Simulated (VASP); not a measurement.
TcN (space group Pm-3m): computed properties

Level of theory: PBEsol GGA, VASP's PBE PAW potentials (set 64) (plane waves; VASP 6.6.1).

For TcN, the space group is Pm-3m (221). The cell comes out as a = 3.9944 Å, b = 3.9944 Å, c = 3.9944 Å, α = 90.00°, β = 90.00°, γ = 90.00° and the volume per atom comes out as 10.62 Å^3/atom. The band gap (over mesh and band path) is none (metal, semimetal or under 0.01 eV) and the band gap with spin-orbit coupling is none (metallic). The density comes out as 8.75 g/cm³.

```cif
data_N3Tc3
_chemical_formula_sum 'Tc3 N3'
_space_group_name_H-M_alt 'P 1'
_space_group_IT_number 1
_cell_length_a 3.99437
_cell_length_b 3.99437
_cell_length_c 3.99437
_cell_angle_alpha 90.000
_cell_angle_beta 90.000
_cell_angle_gamma 90.000
loop_
_space_group_symop_operation_xyz
  'x, y, z'
loop_
_atom_site_label
_atom_site_type_symbol
_atom_site_fract_x
_atom_site_fract_y
_atom_site_fract_z
_atom_site_occupancy
Tc1 Tc 0.50000 0.50000 0.00000 1
Tc2 Tc 0.00000 0.50000 0.50000 1
Tc3 Tc 0.50000 0.00000 0.50000 1
N1 N 0.00000 0.00000 0.50000 1
N2 N 0.50000 0.00000 0.00000 1
N3 N 0.00000 0.50000 0.00000 1
```

The structure comes from a computed database's TcN entry (Pm-3m); how it stands against other phases isn't given here. It was relaxed first. Symmetry was kept, so distortions that lower it aren't found.
